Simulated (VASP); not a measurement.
These are revPBE GGA, VASP's PBE PAW potentials (set 64) (plane waves; VASP) values and carry that method's errors.

VASP input:

File KPOINTS:
```
Automatic mesh
0
Gamma
1 1 1
0 0 0
```

INCAR:
```
! general
SYSTEM =Pb atom
PREC   =Normal
ENCUT  =520
LREAL  =.False.
LASPH  =.True.
ISYM   =0

! electronic loop
EDIFF  =1E-6
NELM   =200   ! most electronic steps
ALGO   =All   ! all-band CG
LMAXMIX=4   ! l cut-off of mixed one-centre charges

! smearing
ISMEAR =0   ! Gaussian
SIGMA  =0.01

! functional
GGA    =RE

! spin
ISPIN  =2   ! spin-polarised
MAGMOM =2
NUPDOWN=2

! output
LWAVE  =.False.
LCHARG =.False.
LORBIT =10
```

File POSCAR:
```
Pb atom
12.0
  1.0000000000   0.0000000000   0.0000000000
  0.0000000000   1.0416666667   0.0000000000
  0.0000000000   0.0000000000   1.0833333333
Pb
1
direct
  0.0000000000   0.0000000000   0.0000000000
```

POTCAR, in this order: Pb_d (PBE.64 set). Program: vasp_gam. Read from the step before: WAVECAR.

What VASP printed:

**OSZICAR**
```
       N       E                     dE             d eps       ncg     rms           ort
SDA:   1    -0.658731492102E+00   -0.65873E+00    0.00000E+00    12   0.359E-02   0.000E+00
CGA:   2    -0.659301441586E+00   -0.56995E-03   -0.56744E-03    12   0.170E-02  -0.603E-04
CGA:   3    -0.659618640438E+00   -0.31720E-03   -0.31729E-03    12   0.227E-03   0.170E-04
CGA:   4    -0.659684700368E+00   -0.66060E-04   -0.66460E-04    12   0.834E-04  -0.484E-05
SDA:   5    -0.659710412380E+00   -0.25712E-04   -0.29892E-04    12   0.931E-04  -0.245E-04
CGA:   6    -0.659721270695E+00   -0.10858E-04   -0.11481E-04    12   0.130E-04   0.605E-05
CGA:   7    -0.659729128093E+00   -0.78574E-05   -0.78520E-05    12   0.116E-04  -0.221E-05
SDA:   8    -0.659742247711E+00   -0.13120E-04   -0.13101E-04    12   0.476E-04  -0.433E-05
CGA:   9    -0.659751556338E+00   -0.93086E-05   -0.95333E-05    12   0.151E-04   0.534E-06
SDA:  10    -0.659785402852E+00   -0.33847E-04   -0.33871E-04    12   0.167E-03  -0.156E-04
CGA:  11    -0.659830381517E+00   -0.44979E-04   -0.41543E-04    12   0.892E-04  -0.254E-04
SDA:  12    -0.666234658554E+00   -0.64043E-02   -0.64806E-02    12   0.297E-01  -0.943E-03
CGA:  13    -0.680386281794E+00   -0.14152E-01   -0.14679E-01    12   0.122E-01  -0.609E-02
CGA:  14    -0.683214042800E+00   -0.28278E-02   -0.27955E-02    12   0.198E-02  -0.285E-03
CGA:  15    -0.683791320910E+00   -0.57728E-03   -0.57697E-03    12   0.588E-03  -0.129E-04
CGA:  16    -0.683942694738E+00   -0.15137E-03   -0.15187E-03    12   0.164E-03   0.148E-04
CGA:  17    -0.684004779431E+00   -0.62085E-04   -0.62865E-04    12   0.523E-04   0.631E-06
CGA:  18    -0.684020813169E+00   -0.16034E-04   -0.15143E-04    12   0.200E-04  -0.172E-05
CGA:  19    -0.684027982659E+00   -0.71695E-05   -0.73270E-05    12   0.567E-05   0.376E-06
CGA:  20    -0.684029518892E+00   -0.15362E-05   -0.17559E-05    12   0.223E-05   0.475E-06
CGA:  21    -0.684030680861E+00   -0.11620E-05   -0.10417E-05    12   0.108E-05  -0.397E-06
CGA:  22    -0.684031282114E+00   -0.60125E-06   -0.59623E-06    12   0.101E-05  -0.164E-06
   1 F= -.68403128E+00 E0= -.68403128E+00  d E =-.239840E-15  mag=     2.0000
```

**OUTCAR**
```
------------------------ aborting loop because EDIFF is reached ----------------------------------------
  FORCE on cell =-STRESS in cart. coord.  units (eV):
  Direction    XX          YY          ZZ          XY          YZ          ZX
  --------------------------------------------------------------------------------------
  Total       -0.0210674     -0.0122493     -0.0141304     -0.0006216     -0.0000071     -0.0000047
  in kB       -0.0173096     -0.0100644     -0.0116100     -0.0005107     -0.0000058     -0.0000039
  external PRESSURE =      -0.0129946 kB  Pullay stress =       0.0000000 kB
  volume of cell :     1950.00
      direct lattice vectors                 reciprocal lattice vectors
    12.000000000  0.000000000  0.000000000     0.083333333  0.000000000  0.000000000
     0.000000000 12.500000000  0.000000000     0.000000000  0.080000000  0.000000000
     0.000000000  0.000000000 13.000000000     0.000000000  0.000000000  0.076923077
 POSITION                                       TOTAL-FORCE (eV/Angst)
 -----------------------------------------------------------------------------------
      0.00000      0.00000      0.00000         0.000000      0.000001     -0.000001
 -----------------------------------------------------------------------------------
    total drift:                                0.000000      0.000001     -0.000001
  FREE ENERGIE OF THE ION-ELECTRON SYSTEM (eV)
  ---------------------------------------------------
  free  energy   TOTEN  =        -0.6840312821 eV

  energy  without entropy=       -0.6840312821  energy(sigma->0) =       -0.68403128

 total charge

# of ion       s       p       d       tot
------------------------------------------
    1        1.412   0.663   9.796  11.871

 magnetization (x)

# of ion       s       p       d       tot
------------------------------------------
    1       -0.008   0.663  -0.009   0.646
```
(Selected blocks of OUTCAR.)

The atom may not be in its lowest state.

The cell is a free atom in a box.
